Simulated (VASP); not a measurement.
Shape and ions are relaxed at each volume.

Here is the system:

```cif
data_Sb6
_chemical_formula_sum 'Sb6'
_space_group_name_H-M_alt 'R-3m :H'
_space_group_IT_number 166
_space_group_name_Hall '-R 3 2"'
_cell_length_a 4.32867
_cell_length_b 4.32867
_cell_length_c 11.05318
_cell_angle_alpha 90.000
_cell_angle_beta 90.000
_cell_angle_gamma 120.000
loop_
_atom_site_label
_atom_site_type_symbol
_atom_site_symmetry_multiplicity
_atom_site_Wyckoff_symbol
_atom_site_fract_x
_atom_site_fract_y
_atom_site_fract_z
_atom_site_occupancy
Sb1 Sb 6 c 0.00000 0.00000 0.23551 1
```
(The calculation used a cell of 2 atoms; values per cell refer to that cell.)

Calculation: PBEsol GGA, VASP's PBE PAW potentials (set 64) (plane waves; VASP 6.6.1). Settings: 520 eV cut-off, 8×8×8 Γ-centred mesh, Gaussian smearing of 0.050 eV, potentials Sb.

Problem. Give the energy at these volumes per atom, relative to the lowest: 28.15, 29.04, 29.94, 30.84, 31.74 Å³.

Solution. 16.3, 3.6, 0.0, 3.8, 13.2 meV/atom. A third-order Birch-Murnaghan fit gives B0 = 43.5 GPa and B0′ = 6.9.

Measured: bulk modulus 39.5 GPa at 0 K (computed value off by +10.2 %), as given by K. Lejaeghere et al., Critical reviews in solid state and materials sciences/CRC critical reviews in solid state and materials sciences (2013), arXiv:1204.2733 [extrapolated to 0 K and zero-point effects removed (source: thermally corrected experimental values)].

The compound is Sb in the a7 structure. It was relaxed first.
